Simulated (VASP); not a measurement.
Input:

```xyz
2
Lattice="0.0000 3.2246 3.2246 3.2246 0.0000 3.2246 3.2246 3.2246 0.0000" Properties=species:S:1:pos:R:3 pbc="T T T"
In     3.2246     3.2246     0.0000
Sb     1.6123     1.6123     1.6123
```

All values below come from MS2 meta-GGA, VASP's PBE PAW potentials (set 64) (plane waves; VASP). Settings: 520 eV cut-off, 10×10×10 Γ-centred mesh, first-order Methfessel-Paxton smearing of 0.10 eV, potentials In_d Sb.

Unless said otherwise, spin-orbit coupling is left out, though it shifts the bands of the heavy elements here.

Task: Predict the energy per atom (σ→0), pressure, band gap (on the k-mesh) with the smallest direct gap where there is one.

Result: 
| Property | Value |
|---|---|
| band gap (on the k-mesh) | 0.13 eV |
| smallest direct gap (on the k-mesh) | 0.13 eV |
| energy per atom (σ→0) | 0.114 eV/atom |
| pressure | 1.47 GPa |

Only differences to runs with the same potentials and settings are physical.

The compound is InSb in the zinc blende structure. This cell is one point of a volume scan, at 0.97 of the reference volume.
